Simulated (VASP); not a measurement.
Zn2Ge3:

```
CELL_PARAMETERS angstrom
4.65024 0.00000 0.00000
0.00000 4.65024 0.00000
0.00000 0.00000 4.65024
ATOMIC_POSITIONS crystal
Zn 0.00000 0.00000 0.00000
Zn 0.50000 0.50000 0.50000
Ge 0.50000 0.00000 0.00000
Ge 0.00000 0.50000 0.00000
Ge 0.00000 0.00000 0.50000
```

The cell was built by a generator and needn't be a form met in nature.

The cell isn't the ideal one: random cell by space group and Wyckoff sites (Pm-3m, No. 221).

- Program: VASP 6.6.1
- Task: relaxation of cell and atoms
- Functional: PBE
- Potentials or basis: VASP PAW PBE potentials, release 64 (Zn, Ge_d)
- Cutoff: 600 eV
- k mesh: 4 × 4 × 4
- Occupations: gaussian, width 0.1 eV
- Spin: no spin polarisation

At the start: pressure 9.0 GPa; volume 20.11 Å³/atom.

Q: How do energy, volume and symmetry change on relaxing?

A: Over 3 steps the energy falls by 73.5 meV/atom and the volume is 23.15 Å³/atom (+15.1 %); space group Pm-3m (No. 221, to 0.05 Å).

The path:
```tsv
step	energy change (eV)	largest force (eV/Å)	pressure (GPa)	volume (Å³)
1	0.0000	0.0000	8.96	100.56
2	-0.3633	0.0000	-0.68	117.83
3	-0.3675	0.0000	0.09	115.77
```

Final structure:
```
Zn Ge
1.0
     4.87376    0.00000    0.00000
     0.00000    4.87376    0.00000
     0.00000    0.00000    4.87376
Zn Ge
2 3
Direct
  0.00000 0.00000 0.00000
  0.50000 0.50000 0.50000
  0.50000 0.00000 0.00000
  0.00000 0.50000 0.00000
  0.00000 0.00000 0.50000
```

Caveat: the volume moved by over 15 % at a fixed basis, so the end points are rough.
